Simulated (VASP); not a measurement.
A VASP calculation is set up with these files.

INCAR:
```
! general
SYSTEM  =  AlP
PREC    =  Accurate
ENCUT   =  300   ! plane-wave cut-off (eV)
LREAL   =  .False.
LASPH   =  .True.

! electronic loop
EDIFF   =  1E-6
NELM    =  100   ! most electronic steps
ALGO    =  Normal

! smearing
ISMEAR  =  0   ! Gaussian
SIGMA   =  0.01

! functional
GGA     =  PE   ! PBE

! ions
ISIF    =  2   ! forces and stress, cell fixed

! output
LWAVE   =  .False.
LCHARG  =  .False.
```

### POSCAR
```
AlP
1
    0.0000000000     2.7364850000     2.7364850000
    2.7364850000     0.0000000000     2.7364850000
    2.7364850000     2.7364850000     0.0000000000
Al P
1 1
Direct
  0.0000000000   0.0000000000   0.0000000000
  0.7500000000   0.7500000000   0.7500000000
```

**KPOINTS**
```
Automatic mesh
0
Gamma
  7 7 7
```

POTCAR, in this order: Al P (PBE.64 set). Program: vasp_std.

### Question
Write an equivalent input for Quantum ESPRESSO's pw.x.

### Answer
One equivalent input (not run):
```
&CONTROL
  calculation = 'scf'
  pseudo_dir = './pseudo'
  outdir = './out'
  tprnfor = .true.
  tstress = .true.
/
&SYSTEM
  ibrav = 0
  nat = 2
  ntyp = 2
  ecutwfc = 44
  occupations = 'smearing'
  smearing = 'gaussian'
  degauss = 0.000735
  input_dft = 'pbe'
/
&ELECTRONS
  conv_thr = 7.3e-08
  electron_maxstep = 100
/
ATOMIC_SPECIES
  Al 26.982 Al.upf
  P 30.974 P.upf
CELL_PARAMETERS angstrom
     0.0000000    2.7364850    2.7364850
     2.7364850    0.0000000    2.7364850
     2.7364850    2.7364850    0.0000000
ATOMIC_POSITIONS crystal
  Al   0.0000000  0.0000000  0.0000000
  P    0.7500000  0.7500000  0.7500000
K_POINTS automatic
  7 7 7 0 0 0
```
What does not carry over: the potentials are each code's own (VASP's PAW set, PseudoDojo norm-conserving files in pw.x), so ENCUT and ecutwfc are chosen apart and not converted; conv_thr bounds pw.x's estimated SCF error, while EDIFF bounds the energy change between steps.

The structure comes from a computed database's AlP entry; how it stands against other phases isn't given here. The cell was not relaxed at this level. The run is one of a series of settings (KPOINTS 7×7×7 Γ-centred mesh against the base run), some of them coarse on purpose.
